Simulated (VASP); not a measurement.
An input for Quantum ESPRESSO's pw.x (written as the equivalent of a VASP run, and not itself run):

```
&CONTROL
  calculation = 'scf'
  pseudo_dir = './pseudo'
  outdir = './out'
  tprnfor = .true.
  tstress = .true.
/
&SYSTEM
  ibrav = 0
  nat = 1
  ntyp = 1
  ecutwfc = 40
  occupations = 'tetrahedra'
  input_dft = 'pbe'
  vdw_corr = 'grimme-d3'
  dftd3_version = 4
  dftd3_threebody = .false.
/
&ELECTRONS
  conv_thr = 7.3e-09
  electron_maxstep = 100
/
ATOMIC_SPECIES
  Al 26.982 Al.upf
CELL_PARAMETERS angstrom
     0.0000000    1.9888892    1.9888892
     1.9888892    0.0000000    1.9888892
     1.9888892    1.9888892    0.0000000
ATOMIC_POSITIONS crystal
  Al   0.0000000  0.0000000  0.0000000
K_POINTS automatic
  18 18 18 0 0 0
```

Translate this input to VASP (INCAR, KPOINTS, POSCAR, choice of POTCAR).

Several could match; the one computed here: 
**POSCAR**
```
Al
1
    0.0000000000     1.9888891706     1.9888891706
    1.9888891706     0.0000000000     1.9888891706
    1.9888891706     1.9888891706     0.0000000000
Al
1
Direct
  0.0000000000   0.0000000000   0.0000000000
```

File KPOINTS:
```
Regular mesh
0
gamma
 18 18 18
```

### INCAR
```
SYSTEM = Al
PREC = Accurate
ENCUT = 520
EDIFF = 1E-7
NELM = 100
ALGO = Normal
LREAL = .FALSE.
LASPH = .TRUE.
ISMEAR = -5
GGA = PE
IVDW = 12
LWAVE = .FALSE.
LCHARG = .TRUE.
LORBIT = 11
NEDOS = 601
ISIF = 2
```

POTCAR, in this order: Al (PBE.64 set). Program: vasp_std.

What does not carry over: the potentials are each code's own (VASP's PAW set, PseudoDojo norm-conserving files in pw.x), so ENCUT and ecutwfc are chosen apart and not converted; conv_thr bounds pw.x's estimated SCF error, while EDIFF bounds the energy change between steps.

The compound is Al in the fcc structure. It was relaxed first, which changed the volume by -5 %.
